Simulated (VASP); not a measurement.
An input for Ansatz (written as the equivalent of a VASP run, and not itself run):

Ansatz 0.2 input:
```yaml
crystal:
  lattice:
    - [2.1090051, 1.2176351, 7.0186941]
    - [-2.1090051, 1.2176351, 7.0186941]
    - [0.0000000, -2.4352692, 7.0186941]
  atoms:
    - { symbol: Zn, position: [0.6304032, 0.6304032, 0.6304032] }
    - { symbol: Cd, position: [0.1175458, 0.1175458, 0.1175458] }
    - { symbol: Te, position: [0.5074420, 0.5074420, 0.5074420] }
    - { symbol: Se, position: [0.9945891, 0.9945891, 0.9945891] }
kpoints:
  mp_grid: { grid: [10, 10, 10] }
hamiltonian:
  xc: lda
  pseudopotentials: { kind: paw }
scf:
  occupations: { method: tetrahedron }
  max_iter: 100
output: { forces: true, stress: true, eigenvalues: true }
```

### Question
Translate this input to VASP (INCAR, KPOINTS, POSCAR, choice of POTCAR).

### Answer
This is not unique; one that fits is 
**POSCAR**
```
ZnCdTeSe
1
    2.1090051485     1.2176350637     7.0186940889
   -2.1090051485     1.2176350637     7.0186940889
    0.0000000000    -2.4352691892     7.0186940937
Zn Cd Te Se
1 1 1 1
Direct
  0.6304031685   0.6304031685   0.6304031685
  0.1175457640   0.1175457640   0.1175457640
  0.5074419898   0.5074419898   0.5074419898
  0.9945890778   0.9945890778   0.9945890778
```

INCAR:
```
# general
SYSTEM  = ZnCdTeSe
PREC    = Accurate
ENCUT   = 400
LREAL   = .FALSE.
LASPH   = .TRUE.

# electronic loop
EDIFF   = 1E-7
NELM    = 100
ALGO    = Normal
LMAXMIX = 4

# smearing
ISMEAR  = -5

# ions
ISIF    = 2

# output
LWAVE   = .FALSE.
LCHARG  = .TRUE.
LORBIT  = 11
NEDOS   = 601

# other
LEFG    = .TRUE.
```

KPOINTS:
```
Automatic mesh
0
Gamma
10 10 10
0 0 0
```

POTCAR, in this order: Zn Cd Te Se (LDA.64 set). Program: vasp_std.

Limits of the translation: each code has its own PAW files, so the cut-off isn't converted (ENCUT is set for VASP's; basis.ecutwfc is left out, and Ansatz then takes the one that its files recommend); Ansatz stops its SCF on the density residual and VASP on the energy change (EDIFF); Ansatz's lda is the Perdew-Wang form, while the LDA potentials of VASP carry Perdew-Zunger's; the field gradients of LEFG aren't asked of the other code.

The structure comes from a computed database's ZnCdTeSe entry (R3m); how it stands against other phases isn't given here. It was relaxed first, which changed the volume by -9 %.
